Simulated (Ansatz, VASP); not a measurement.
## Cross-check of C (Diamond) between VASP and Ansatz

Wanted: the spread between two codes on one cell, functional and k mesh. The cell is taken from a series of runs on this material, whose earlier steps may have relaxed, scaled, displaced or heated it; both programs get it as it stands.

Program: Ansatz 0.2.0. Level of theory: plane waves, with VASP 6.6.1 beside it; zone-centre phonons at LDA. Results are calculated unless marked as measured.

## Step 1: The starting structure

Symmetry: Fd-3m, No. 227, cubic system. Conventional cell: a = 3.531 Å, b = 3.531 Å, c = 3.531 Å, α = 90.00°, β = 90.00°, γ = 90.00°. C has 4 C at 1.53 Å nearest.

## Step 2: VASP: zone-centre phonons, LDA

Second derivatives magnify differences that forces hide, and they need a tight electronic threshold.

Lines of VASP's logs that name or quote its potential files are left out, and so is its time.

INCAR

```
SYSTEM = C
PREC = Accurate
ENCUT = 600
EDIFF = 1E-08
NELM = 120
ISMEAR = -1
SIGMA = 0.03
LREAL = .FALSE.
ALGO = Normal
GGA = PW92
NELECT = 8.002202
NBANDS = 10
LORBIT = 11
LWAVE = .FALSE.
LCHARG = .FALSE.
ISIF = 2
IBRION = 8
LASPH = .TRUE.
GGA_COMPAT = .FALSE.
KPAR = 2
```

POSCAR

```
C
1.0
    0.0000000000      1.7657332854      1.7657332854
    1.7657332854      0.0000000000      1.7657332854
    1.7657332854      1.7657332854      0.0000000000
C
2
Direct
    0.5000000000      0.5000000000      0.5000000000
    0.7500000000      0.7500000000      0.7500000000
```

KPOINTS

```
Automatic mesh
0
Gamma
34 34 34
0 0 0
```

Potentials, in the order of the species: C (LDA family, release 64).

Run with:

```sh
$ mpirun -np 2 vasp_std
```

Numbers of over 12 decimals in the logs are rounded to 6 here.

Log:

```text
[banner, memory and clock lines left out]
running    2 mpi-ranks, on    1 nodes
 distrk:  each k-point on    1 cores,    2 groups
 distr:  one band on    1 cores,    1 groups

 POSCAR found type information on POSCAR C
 POSCAR found :  1 types and       2 ions
|                                                                             |
|               ----> ADVICE to this user running VASP <----                  |
|                                                                             |
|     You enforced a specific xc type in the INCAR file but a different       |
|     [... a line on the potential file left out ...]
|     I HOPE YOU KNOW WHAT YOU ARE DOING!                                     |
|                                                                             |

 LDA part: xc-table for (Slater(with rela. corr.)+PW92), standard interpolation
 POSCAR, INCAR and KPOINTS ok, starting setup
 FFT: planning ... GRIDC
 FFT: planning ... GRID_SOFT
 FFT: planning ... GRID
 WAVECAR not read
 entering main loop
       N       E                     dE             d eps       ncg     rms          rms(c)
DAV:   1     0.341217934002E+00    0.34122E+00   -0.52980E+03 22174   0.865E+02
DAV:   2    -0.207245781440E+02   -0.21066E+02   -0.20330E+02 28970   0.137E+02
DAV:   3    -0.211169514437E+02   -0.39237E+00   -0.39130E+00 25054   0.151E+01
DAV:   4    -0.211178226916E+02   -0.87125E-03   -0.87119E-03 23148   0.838E-01
DAV:   5    -0.211178239400E+02   -0.12485E-05   -0.12481E-05 24136   0.307E-02BRMIX: very serious problems
 the old and the new charge density differ
 old charge density:     8.00000 new    8.00220
BRMIX: very serious problems
 the old and the new charge density differ
 old charge density:     8.00000 new    8.00220
    0.589E+00
DAV:   6    -0.204716449831E+02    0.64618E+00   -0.37099E-01 22120   0.451E+00    0.341E+00
DAV:   7    -0.202472435311E+02    0.22440E+00   -0.43420E-01 23312   0.490E+00    0.752E-01
DAV:   8    -0.202470671652E+02    0.17637E-03   -0.91309E-03 22668   0.866E-01    0.261E-02
DAV:   9    -0.202470558333E+02    0.11332E-04   -0.32389E-05 24352   0.490E-02    0.193E-02
DAV:  10    -0.202470571845E+02   -0.13512E-05   -0.17046E-06 23104   0.119E-02    0.449E-03
DAV:  11    -0.202470571161E+02    0.68362E-07   -0.56837E-08 24016   0.198E-03    0.737E-04
DAV:  12    -0.202470571065E+02    0.95974E-08   -0.13477E-09 12822   0.369E-04
   1 F= -.20247057E+02 E0= -.20246998E+02  d E =-.118372E-03
 Linear response reoptimize wavefunctions to high precision
DAV:   1    -0.202470571041E+02    0.24134E-08   -0.85399E-11 14122   0.980E-05
DAV:   2    -0.202470571041E+02   -0.34674E-11   -0.32588E-12 11246   0.203E-05
 Linear response DOF=           1
 Linear response progress:
  Degree of freedom:   1/  1
       N       E                     dE             d eps       ncg     rms          rms(c)
RMM:   1    -0.119821429169E+00   -0.11982E+00   -0.17285E-02260545   0.208E+00
RMM:   2    -0.110690873168E+00    0.91306E-02   -0.23388E-03163929   0.396E-01    0.190E-01
RMM:   3    -0.110853232925E+00   -0.16236E-03   -0.22619E-04162985   0.113E-01    0.103E-01
RMM:   4    -0.111658332010E+00   -0.80510E-03   -0.24747E-04161955   0.117E-01    0.133E-02
RMM:   5    -0.111615969171E+00    0.42363E-04   -0.62316E-06174919   0.135E-02    0.101E-03
RMM:   6    -0.111615443833E+00    0.52534E-06   -0.41782E-07175412   0.810E-04    0.441E-04
RMM:   7    -0.111612879045E+00    0.25648E-05   -0.10066E-07179554   0.349E-04    0.658E-05
RMM:   8    -0.111612852090E+00    0.26955E-07   -0.50457E-09180672   0.528E-05    0.103E-05
RMM:   9    -0.111612725775E+00    0.12631E-06   -0.33652E-09186079   0.269E-05    0.142E-06
RMM:  10    -0.111612723902E+00    0.18732E-08   -0.62710E-09151570   0.150E-05    0.155E-07
 first order change of Fermi-energy   0.19585E-04
 force on displaced ion       1 direction 1 : -38.790  -0.000  -0.000
 Linear response finished
```

From OUTCAR (step 2):

```text
NELECT = 8.002202

 ion  position               nearest neighbor table
   1  0.500  0.500  0.500-   2 1.53   2 1.53   2 1.53   2 1.53
   2  0.750  0.750  0.750-   1 1.53   1 1.53   1 1.53   1 1.53

  LATTYP: Found a face centered cubic cell.
 ALAT       =     3.5314665708

 Subroutine GETGRP returns: Found 48 space group operations
 (whereof 24 operations were pure point group operations)

The static configuration has the point symmetry T_d .
 The point group associated with its full space group is O_h .

 Found   1059 irreducible k-points:

   k-points           NKPTS =   1059   k-points in BZ     NKDIM =   1059   number of bands    NBANDS=     10

   dimension x,y,z NGX =    20 NGY =   20 NGZ =   20
   dimension x,y,z NGXF=    40 NGYF=   40 NGZF=   40

   ENCUT  =  600.0 eV  44.10 Ry    6.64 a.u.   4.99  4.99  4.99*2*pi/ulx,y,z

 k-points in reciprocal lattice and weights: Automatic mesh
   0.00000000  0.00000000  0.00000000       0.000
   0.02941176  0.00000000  0.00000000       0.000
   0.05882353  0.00000000  0.00000000       0.000
   0.08823529  0.00000000  0.00000000       0.000
   0.11764706  0.00000000  0.00000000       0.000
   0.14705882  0.00000000  0.00000000       0.000
   0.17647059  0.00000000  0.00000000       0.000
   0.20588235  0.00000000  0.00000000       0.000
   0.23529412  0.00000000  0.00000000       0.000
[...]
-0.26470588  0.47058824  0.23529412       0.001
  -0.26470588  0.50000000  0.23529412       0.000

 average (electrostatic) potential at core
       1 -49.0814       2 -49.0814

  Total        0.0498606      0.0498606      0.0498606      0.0000000      0.0000000      0.0000000
  in kB        7.2554221      7.2554221      7.2554221      0.0000000      0.0000000      0.0000000
  external PRESSURE =       7.2554221 kB  Pullay stress =       0.0000000 kB

  energy-cutoff  :      600.00
  volume of cell :       11.01
      direct lattice vectors                 reciprocal lattice vectors
     0.000000000  1.765733285  1.765733285    -0.283168474  0.283168474  0.283168474
     1.765733285  0.000000000  1.765733285     0.283168474 -0.283168474  0.283168474
     1.765733285  1.765733285  0.000000000     0.283168474  0.283168474 -0.283168474

 POSITION                                       TOTAL-FORCE (eV/Angst)
 -----------------------------------------------------------------------------------
      1.76573      1.76573      1.76573         0.000000      0.000000      0.000000
      2.64860      2.64860      2.64860        -0.000000     -0.000000     -0.000000
 -----------------------------------------------------------------------------------
    total drift:                                0.000000     -0.000000      0.000000

 Eigenvectors and eigenvalues of the dynamical matrix
 ----------------------------------------------------

   1 f  =   39.731592 THz   249.640956 2PiTHz 1325.303259 cm-1   164.316588 meV
             X         Y         Z           dx          dy          dz
      1.765733  1.765733  1.765733     0.685994    0.171499    0.000000
      2.648600  2.648600  2.648600    -0.685994   -0.171499    0.000000

   2 f  =   39.731592 THz   249.640956 2PiTHz 1325.303259 cm-1   164.316588 meV
             X         Y         Z           dx          dy          dz
      1.765733  1.765733  1.765733     0.000000    0.000000    0.707107
      2.648600  2.648600  2.648600    -0.000000    0.000000   -0.707107

   3 f  =   39.731592 THz   249.640956 2PiTHz 1325.303259 cm-1   164.316588 meV
             X         Y         Z           dx          dy          dz
      1.765733  1.765733  1.765733     0.171499   -0.685994    0.000000
      2.648600  2.648600  2.648600    -0.171499    0.685994    0.000000

   4 f  =    0.000000 THz     0.000001 2PiTHz    0.000006 cm-1     0.000001 meV
             X         Y         Z           dx          dy          dz
      1.765733  1.765733  1.765733     0.358718   -0.609362    0.000000
      2.648600  2.648600  2.648600     0.358718   -0.609362    0.000000

   5 f  =    0.000000 THz     0.000000 2PiTHz    0.000000 cm-1     0.000000 meV
             X         Y         Z           dx          dy          dz
      1.765733  1.765733  1.765733     0.000000    0.000000    0.707107
      2.648600  2.648600  2.648600    -0.000000    0.000000    0.707107

   6 f/i=    0.000000 THz     0.000002 2PiTHz    0.000010 cm-1     0.000001 meV
             X         Y         Z           dx          dy          dz
      1.765733  1.765733  1.765733    -0.609362   -0.358718    0.000000
      2.648600  2.648600  2.648600    -0.609362   -0.358718    0.000000

 ELASTIC MODULI CONTR FROM IONIC RELAXATION (kBar)
 Direction    XX          YY          ZZ          XY          YZ          ZX
 --------------------------------------------------------------------------------
 XX          -0.0000     -0.0000     -0.0000      0.0000     -0.0000     -0.0000
 YY          -0.0000     -0.0000     -0.0000      0.0000     -0.0000     -0.0000
 ZZ          -0.0000     -0.0000     -0.0000     -0.0000      0.0000      0.0000
 XY           0.0000      0.0000     -0.0000    -67.1297      0.0000      0.0000
 YZ          -0.0000     -0.0000      0.0000      0.0000    -67.1297     -0.0000
 ZX          -0.0000     -0.0000      0.0000      0.0000     -0.0000    -67.1297
 --------------------------------------------------------------------------------
```

The cell is charged against a uniform background.

## Step 3: Ansatz: zone-centre phonons, LDA

Ansatz runs on its PAW soft_1 files.

The same cell, functional (in two slightly different forms), mesh and smearing now go to Ansatz, which takes its cutoff from its data sets.

input.yaml

```yaml
crystal:
  lattice:
    - [0.0, 1.7657332854, 1.7657332854]
    - [1.7657332854, 0.0, 1.7657332854]
    - [1.7657332854, 1.7657332854, 0.0]
  atoms:
    - { symbol: C, position: [0.5, 0.5, 0.5] }
    - { symbol: C, position: [0.75, 0.75, 0.75] }
total_charge: -0.002202
kpoints:
  mp_grid: { grid: [34, 34, 34] }
hamiltonian:
  xc: lda
  pseudopotentials: { kind: paw, azcp: { folder: soft_1 }, xc_functional: pbe }
scf:
  occupations: { method: fermi_dirac, width: 0.03 }
output:
  eigenvalues: true
phonons:
  method: dfpt
```

Run with:

```sh
$ ansatz run input.yaml --threads 8 --pin off --max-ram 16384MiB --backend cpu --events-out ev --progress --plain --runs-dir out
```

Log:

```text
zone centre: on kpoints.mp_grid the ground state, and the responses unless they are solved on pairs of k-points, stand on 2844 of the mesh's 39304 k-points, reduced under 8 symmetry operations, with k and −k counted as one. Each operation leaves every solved displacement unchanged or reverses it
Engine: ansatz 0.2.0, x86_64-unknown-linux-gnu
Pseudopotentials: kind: paw
Pseudopotential: C, paw, valence charge 4, recommended cutoff 420 eV (normal), soft_1/C.paw.azcp
Functional definition: SPW92
  exchange = slater_x
  correlation = pw_c
Crystal: 2 atoms, lattice volume = 11.010 Å³
Basis set: ecut = 420 eV, 181 PW (Γ), exchange–correlation on 40×40×40 points (8 copies of the dense FFT grid, shifted against one another)
Bands: 9, of which v1, the nominal top of the filled ones, is band 4 counted from 1 (3 counted from 0)
Symmetry: 48 space group operations
k-points: 2844 of 39304 (irreducible under 8 space group operations, time reversal used)
Non-local potential: C, projectors of the file, l = 0: 2, l = 1: 2, l = 2: 1
PAW form: soft (Blöchl's): semilocal exchange-correlation on the pseudo side does not see the compensation charge
PAW frozen core: C, regenerated for the run's functional, and the local potential with it (the file was generated under x = pbe(κ = 0.804, μ = 0.219515), c = pbe(β = 0.066725))
PAW one-centre angular grid: C, 110 points (default); XC on 64 Gauss nodes
Initial density: superposition of atomic densities (chi_scale 0.1, normalization cell)
Initial wavefunctions: pseudopotential atomic-orbital guess
Functional: x = slater, c = lda
SCF iter   1: F=—  HF=-486.679362 eV  |F-HF|=—  |Δ(HF+E_count)|=         —  Δρ=1.47e-1  dr2=1.68e0  ethr=3.10e-3  ⟨swp⟩=5.0  Hψ=156449  notcnv=0
preconditioner: auto → none  [metal: Δε(μ)=0.016 eV  Ē_g=21.959 eV  σ=0.030 eV  W_gap=0.13  n_scr=0 (ndim 8)  ℏωp=31.7 eV  f_vac=0.000  D(μ)=0.04/eV (n_scr^D=0)]
SCF iter   2: F=—  HF=-486.065022 eV  |F-HF|=—  |Δ(HF+E_count)|=   6.14e-1  Δρ=6.22e-2  dr2=2.91e-1  ethr=3.10e-3  ⟨swp⟩=3.0  Hψ=69379  notcnv=0  defer=2588
SCF iter   3: F=—  HF=-485.951051 eV  |F-HF|=—  |Δ(HF+E_count)|=   1.14e-1  Δρ=3.42e-3  dr2=4.22e-4  ethr=3.10e-3  ⟨swp⟩=2.2  Hψ=45747  notcnv=0  defer=2588
SCF iter   4: F=—  HF=-485.951217 eV  |F-HF|=—  |Δ(HF+E_count)|=   1.66e-4  Δρ=1.55e-4  dr2=1.28e-6  ethr=5.27e-6  ⟨swp⟩=2.8  Hψ=40155  notcnv=0  defer=2588
SCF iter   5: F=—  HF=-485.951218 eV  |F-HF|=—  |Δ(HF+E_count)|=   7.97e-7  Δρ=2.00e-5  dr2=1.02e-8  ethr=1.60e-8  ⟨swp⟩=2.1  Hψ=36569  notcnv=0  defer=2588
SCF iter   6: F=-485.951218 eV  HF=-485.951218 eV  |F-HF|=3.98e-13  |Δ(HF+E_count)|=   4.32e-9  Δρ=1.87e-7  dr2=1.85e-12  ethr=1.00e-12  ⟨swp⟩=9.2  Hψ=138254  notcnv=0
SCF 1 converged in 6 iterations: F = -485.951218 eV  dr2 = 1.85e-12
  greatest PAW one-centre occupation: 0.644 electrons in one spin orbital (limit 2), on the C atom at site 1 (counted from 0), in its partial waves of l = 0
DFPT response loops at Γ: preconditioner auto → Kerker (q_TF=auto, 2.587 Å⁻¹) (partly filled bands, converged f_vac=0.000); β = 1.00, the filter's whole step (`scf.mixing.beta` (0.50) is not read by the response loops under this deck's `scf.mixing.preconditioner`; to damp them name `kerker` or `kerker_dos`, under which they read `scf.mixing.beta`, and type it under 1.00, their step now; both keys bind the ground state too); Broyden in place of MSR1
SCF converged after 6 iterations
Free energy (F): -485.951218 eV
Harris-Foulkes:  -485.951218 eV  (|F-HF|=3.98e-13)
Internal energy: -485.951099 eV  (E = F + TS)
E sigma→0 (E₀):  -485.951158 eV
Entropy (-TS):   -0.000119 eV (-0.059 meV/atom)
Fermi energy:    17.872075 eV
--- Per-component energies (eV) ---
  E_band       = 36.366990
  E_kinetic    = 181.696350
  E_local      = -109.830520  (includes V_loc(G=0)·N_el)
  E_nonlocal   = 48.036655
  E_hartree    = 25.833496
  E_xc         = -95.232980
  E_vxc        = -117.957949  (∫ρ·V_xc dr)
  E_paw        = -185.142890  (= ΣΔE_a)
  E_vpaw       = -17.244569  (= ΣTr[D̂ρ^β])
  E_aug_tail   = 0.000038  (compensation charges beyond the density's cutoff)
  E_ewald      = -351.436914
  E_core_change = 0.125665  (= ΣΔE_core)
  E_smearing   = -0.000119  (= −TS)
  E_closure    = 0.000000  (closes the sum)
  E_deformation_potential = -0.048937  (in the stress; not in F)
  Σ components = -485.951218   (vs F -485.951218, Δ=0.00e0)
--- Band table (eV; the first three rows and the last of 2844) ---
  k-point 0: bands = ["-8.1026", "13.6381", "13.6381", "13.6381", "19.2610", "19.2610", "19.2610", "27.7954", "32.9752"]
  k-point 1: bands = ["-8.0782", "13.4597", "13.5923", "13.5923", "19.3194", "19.3194", "19.3750", "27.8087", "33.0165"]
  k-point 2: bands = ["-8.0050", "12.9722", "13.4629", "13.4629", "19.4865", "19.4865", "19.6778", "27.8501", "33.1368"]
  k-point 2843: bands = ["1.6740", "1.6740", "5.0312", "5.0312", "24.0695", "24.0695", "26.4696", "26.4696", "35.1310"]
--- Phonons (Γ-DFPT): 1 representative perturbation + reference, on 2844 of 39304 k-points (Σ response iterations 3) ---
  k mesh reduced under 8 symmetry operations, with k and −k counted as one. Each operation leaves every solved displacement unchanged or reverses it
  ASR residual: 4.544e-5 → 0.000e0 eV/Å²; symmetrization residual: 9.606e-14 eV/Å²
  ASR residual per site (eV/Å²): 4.54e-5 4.54e-5
  Γ frequencies (cm⁻¹): 0.00 0.00 0.00 1321.25 1321.25 1321.25
  non-analytic LO–TO correction: not included (Born effective charges unavailable; polar crystals: no LO–TO splitting at Γ)
```

## Step 4: Differences

Known differences besides the potentials themselves: the cutoff is 420 eV in Ansatz and 600 eV in VASP; VASP's log shows a relativistic correction to its local exchange, Ansatz's none. Total energies have different zeros and are not compared.

Both answers:

```
                  quantity  Ansatz    VASP  difference
optical mode 1 to 3 (cm⁻¹)  1321.2  1325.3     -0.31 %
```

Modes are paired by rising frequency, not by their patterns, so a pair may set unlike modes beside each other; they are those without the splitting of longitudinal modes. The cell carries a charge of -0.002202 e against a uniform background, so its pressure also hangs on how the neutralising background is counted, and in a defect's cell a gap may be the spacing between its levels.

## Step 5: Summary of results

```json
{
 "r.m.s. difference of the optical zone-centre modes, each program's sorted by frequency (zone-centre phonons, LDA)": "4.1 cm⁻¹"
}
```

What this shows: The r.m.s. difference of the optical zone-centre modes, each program's sorted by frequency is 4.1 cm⁻¹ (zone-centre phonons, LDA). How closely two codes agree says nothing of how well the functional describes the real material.

[Lines on the potential files, build, host, timing and source positions are cut from VASP's logs without a mark.]

[Logs are printed without paths, hosts, clocks, repeated set-up lines and the standing remarks that a program may print on its own settings, such as how far it seeks lower states.]

[Hosts, paths, dates, database ids (printed as entryN), source tags and the programs' standing remarks are cut or masked in the printed files.]
